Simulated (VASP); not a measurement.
Crystal: F2, in a box.

```xyz
2
Lattice="10.0000 0.0000 0.0000 0.0000 10.5000 0.0000 0.0000 0.0000 11.0000" Properties=species:S:1:pos:R:3 pbc="T T T"
F     5.0000    5.2500    4.7953
F     5.0000    5.2500    6.2048
```

Base run:

* Program: VASP 6.6.1
* Functional: PBEsol
* Potentials or basis: VASP PAW PBE potentials, release 64 (F_h)
* Cutoff: 900 eV
* k mesh: 1 × 1 × 1
* Occupations: gaussian, width 0.02 eV
* Spin: no spin polarisation

Its results: gap between the frontier levels 3.59 eV.

Task: The run is repeated on the same cell with these changes: potentials or basis from VASP PAW PBE potentials, release 64 (F_h) to VASP PAW PBE potentials, release 64 (F); cutoff from 900 eV to 520 eV. What comes out?

Result: Gap between the frontier levels 3.51 eV.

A k mesh can miss the band edges.

Not every run made on this cell is shown here.
